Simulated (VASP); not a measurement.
```
AgCl
1.0
    0.00000     2.73940     2.73940
    2.73940     0.00000     2.73940
    2.73940     2.73940     0.00000
Ag Cl
1 1
Cartesian
  2.73940   2.73940   0.00000
  2.73940   2.73940   2.73940
```

Method: MS2 meta-GGA, VASP's PBE PAW potentials (set 64) (plane waves; VASP 6.6.1). Settings: 520 eV cut-off, 8×8×8 Γ-centred mesh, Gaussian smearing of 0.050 eV, potentials Ag Cl.

### Question
Give the stress tensor in GPa (positive for a compressed cell).

### Answer

```
1.56  0.00  0.00
0.00  1.56  0.00
0.00  0.00  1.56
```
The pressure is its mean diagonal, 1.56 GPa.

The compound is AgCl in the rock salt structure. This cell is one point of a volume scan, at 0.97 of the reference volume.
